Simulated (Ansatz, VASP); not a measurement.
# One calculation of MgTi3N, two programs

```
Mg Ti N
1.0
     4.17459    0.00000    0.00000
     0.00000    4.17459    0.00000
     0.00000    0.00000    4.17459
Mg Ti N
1 3 1
Direct
  0.00000 0.00000 0.00000
  0.00000 0.50000 0.50000
  0.50000 0.00000 0.50000
  0.50000 0.50000 0.00000
  0.50000 0.50000 0.50000
```

Change from the starting cell: species swapped into the Yb3PbO type (Pm-3m, No. 221).

Alike in both runs: task single point; functional PBE; k mesh 4 × 4 × 4; occupations gaussian, width 0.1 eV; collinear spin.

|  | VASP | Ansatz |
| --- | --- | --- |
| version | VASP 6.6.1 | Ansatz 0.2.0 |
| potentials or method | VASP PAW PBE potentials, release 64 (Mg, Ti_sv, N) | scalar-relativistic, plane waves, PAW |
| plane-wave cutoff (eV) | 520 | 420 |
| valence electrons in the cell | 43 | 51 |

VASP gave:

| Property | Result |
| --- | --- |
| gap on the k mesh at the Fermi level (eV) | none |
| pressure (GPa) | 2.1 |
| net moment per atom (μB) | 0.00 |

Which values does Ansatz return?

gap on the k mesh at the Fermi level (eV): none; pressure (GPa): 2.0; net moment per atom (μB): 0.00.

A gap of «none» marks a metal or a gap that the smearing closes. The functional is the same, so the differences come from potentials, cutoffs and numerics. The two sets of potentials don't hold the same shells in valence. Ansatz warned: «seeded_moment_not_kept».

Caveats: the k mesh is coarse (spacing up to 0.38 Å⁻¹), so the values aren't converged.
